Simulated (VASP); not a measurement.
Computed with PBE GGA, VASP's PBE PAW potentials (set 64) (plane waves; VASP).

A VASP calculation is set up with these files.

KPOINTS:
```
Automatic
0
gamma
  9 9 9
```

### INCAR
```
LWAVE = .FALSE.
SIGMA = 0.1   # width (eV)
SYSTEM = BAu
ENCUT = 400
LCHARG = .FALSE.
ALGO = Normal   # blocked Davidson
LASPH = .TRUE.   # aspherical one-centre terms
EDIFF = 1E-6   # SCF stop (eV)
ISIF = 2   # forces and stress, cell fixed
ISMEAR = -1   # Fermi-Dirac
NELM = 100   # most electronic steps
LREAL = .FALSE.   # projection in real space or not
PREC = Accurate
LMAXMIX = 6
GGA = PE
```

### POSCAR
```
BAu
1
    2.8599590000     0.0000000000     0.0000000000
    0.0000000000     2.8599590000     0.0000000000
    0.0000000000     0.0000000000     2.8599590000
Au B
1 1
Direct
  0.0000000000   0.0000000000   0.0000000000
  0.5000000000   0.5000000000   0.5000000000
```

POTCAR, in this order: Au B (PBE.64 set). Program: vasp_std.

The resulting files:

File OSZICAR:
```
       N       E                     dE             d eps       ncg     rms          rms(c)
DAV:   1     0.385970146489E+02    0.38597E+02   -0.61533E+03   925   0.936E+02
DAV:   2    -0.785056148798E+01   -0.46448E+02   -0.42567E+02   829   0.185E+02
DAV:   3    -0.862168710179E+01   -0.77113E+00   -0.76512E+00   902   0.229E+01
DAV:   4    -0.862456374142E+01   -0.28766E-02   -0.28761E-02   836   0.159E+00
DAV:   5    -0.862458033522E+01   -0.16594E-04   -0.16593E-04   930   0.125E-01    0.155E+01
DAV:   6    -0.731653588063E+01    0.13080E+01   -0.82419E+00   794   0.279E+01    0.117E+01
DAV:   7    -0.725222627386E+01    0.64310E-01   -0.33322E-01   818   0.625E+00    0.620E+00
DAV:   8    -0.723730106726E+01    0.14925E-01   -0.16193E-02   837   0.112E+00    0.604E-01
DAV:   9    -0.723608248514E+01    0.12186E-02   -0.31698E-03   848   0.580E-01    0.122E-01
DAV:  10    -0.723606483081E+01    0.17654E-04   -0.25655E-04   872   0.130E-01    0.486E-02
DAV:  11    -0.723606359880E+01    0.12320E-05   -0.77364E-06   890   0.291E-02    0.729E-03
DAV:  12    -0.723606322149E+01    0.37731E-06   -0.90591E-07   561   0.755E-03
   1 F= -.72360632E+01 E0= -.72216504E+01  d E =-.288256E-01
```

OUTCAR:
```
------------------------ aborting loop because EDIFF is reached ----------------------------------------
  FORCE on cell =-STRESS in cart. coord.  units (eV):
  Direction    XX          YY          ZZ          XY          YZ          ZX
  --------------------------------------------------------------------------------------
  Total        1.8081285      1.8081285      1.8081285     -0.0000000      0.0000000      0.0000000
  in kB      123.8398576    123.8398576    123.8398576     -0.0000000      0.0000000      0.0000000
  external PRESSURE =     123.8398576 kB  Pullay stress =       0.0000000 kB
  volume of cell :       23.39
      direct lattice vectors                 reciprocal lattice vectors
     2.859959000  0.000000000  0.000000000     0.349655362  0.000000000  0.000000000
     0.000000000  2.859959000  0.000000000     0.000000000  0.349655362  0.000000000
     0.000000000  0.000000000  2.859959000     0.000000000  0.000000000  0.349655362
 POSITION                                       TOTAL-FORCE (eV/Angst)
 -----------------------------------------------------------------------------------
      0.00000      0.00000      0.00000         0.000000      0.000000      0.000000
      1.42998      1.42998      1.42998         0.000000      0.000000      0.000000
 -----------------------------------------------------------------------------------
    total drift:                                0.000000      0.000000      0.000000
  FREE ENERGIE OF THE ION-ELECTRON SYSTEM (eV)
  ---------------------------------------------------
  free  energy   TOTEN  =        -7.2360632215 eV

  energy  without entropy=       -7.2072376693  energy(sigma->0) =       -7.22165045
```
(Selected blocks of OUTCAR.)

### OUTCAR
```
 val. band max:       10.5011294455   @ k =   0.4444   0.3333   0.2222

 cond. band min:      10.6546904806   @ k =   0.3333   0.3333   0.2222


 Fermi energy:        10.5409327159

 k-point     1 :       0.0000    0.0000    0.0000
  band No.  band energies     occupation
      1      -3.0795      2.00000
      2       2.7142      2.00000
      3       2.7142      2.00000
      4       6.1091      2.00000
      5       6.1091      2.00000
      6       6.1091      2.00000
      7      11.6759      0.00002
      8      11.6759      0.00002
      9      11.6759      0.00002
     10      17.4030      0.00000
     11      23.7298      0.00000

 k-point     2 :       0.1111    0.0000    0.0000
  band No.  band energies     occupation
      1      -2.8332      2.00000
      2       2.7647      2.00000
      3       2.8303      2.00000
      4       5.8217      2.00000
      5       5.8217      2.00000
      6       6.1272      2.00000
      7      10.8409      0.09490
      8      12.1277      0.00000
      9      12.1277      0.00000
     10      17.8798      0.00000
     11      23.1741      0.00000

 k-point     3 :       0.2222    0.0000    0.0000
  band No.  band energies     occupation
      1      -2.1255      2.00000
      2       2.8958      2.00000
      3       3.0251      2.00000
      4       5.2177      2.00000
      5       5.2177      2.00000
      6       6.1737      2.00000
      7       9.3182      1.99999
      8      13.2132      0.00000
      9      13.2132      0.00000
     10      18.5737      0.00000
     11      21.9938      0.00000

 k-point     4 :       0.3333    0.0000    0.0000
  band No.  band energies     occupation
      1      -1.0457      2.00000
      2       2.8071      2.00000
      3       3.0512      2.00000
      4       4.6608      2.00000
      5       4.6608      2.00000
      6       6.2273      2.00000
      7       8.2906      2.00000
      8      14.4927      0.00000
      9      14.4927      0.00000
...
```

At this cut-off the stress carries a Pulay error, which pulls relaxed volumes low. Unless said otherwise, spin-orbit coupling is left out, though it shifts the bands of the heavy elements here.

The structure was generated: BAu was put into an ordered model structure, which need not be its known phase. The cell was not relaxed at this level, and its volume differs by -5.9 % from the start's.
